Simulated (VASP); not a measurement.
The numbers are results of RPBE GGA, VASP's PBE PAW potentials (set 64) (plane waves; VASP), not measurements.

A VASP calculation is set up with these files.

**POSCAR**
```
MoTe2
1
    1.7774685601    -3.0786654162     0.0000000000
    1.7774685601     3.0786654162     0.0000000000
    0.0000000000     0.0000000000    17.7514374997
Te Mo
4 2
Direct
  0.3333330000   0.6666670000   0.8508722958
  0.6666670000   0.3333330000   0.3508722958
  0.6666670000   0.3333330000   0.1491277042
  0.3333330000   0.6666670000   0.6491277042
  0.3333330000   0.6666670000   0.2500000000
  0.6666670000   0.3333330000   0.7500000000
```

### INCAR
```
SYSTEM = MoTe2
PREC = Accurate
ENCUT = 520
EDIFF = 1E-7
NELM = 100
ALGO = Normal
LREAL = .FALSE.
LASPH = .TRUE.
ISMEAR = 0
SIGMA = 0.05
GGA = RP
LMAXMIX = 4
LWAVE = .FALSE.
LCHARG = .FALSE.
ISIF = 4
IBRION = 2
NSW = 30
EDIFFG = -0.01
```

KPOINTS:
```
Automatic mesh
0
G
  7 7 2
```

POTCAR, in this order: Te Mo_sv (PBE.64 set). Program: vasp_std.

Without a dispersion term in the relaxation, distances and binding between the weakly bound layers, chains or molecules are unreliable, and so is what depends on them.

### Question
What does the run give for the energy per atom (σ→0)?

### Answer

```json
{
 "energy per atom (σ→0)": "-5.607 eV/atom"
}
```

File OSZICAR:
```
...
       N       E                     dE             d eps       ncg     rms          rms(c)
DAV:   1    -0.336420284755E+02   -0.17965E-04   -0.10632E-03  1055   0.165E-01    0.244E-02
DAV:   2    -0.336420277467E+02    0.72881E-06   -0.58098E-05  1199   0.313E-02    0.120E-02
DAV:   3    -0.336420281483E+02   -0.40159E-06   -0.15503E-05  1253   0.186E-02    0.110E-02
DAV:   4    -0.336420272826E+02    0.86567E-06   -0.31776E-06  1260   0.776E-03    0.508E-03
DAV:   5    -0.336420274381E+02   -0.15547E-06   -0.97524E-07  1184   0.415E-03    0.170E-03
DAV:   6    -0.336420275240E+02   -0.85929E-07   -0.63985E-08   622   0.142E-03
   8 F= -.33642028E+02 E0= -.33642028E+02  d E =-.282553E-04
```

The compound is MoTe2 in the 2H layered structure. This cell is one point of a volume scan, at 0.97 of the reference volume. Symmetry was kept, so distortions that lower it aren't found.
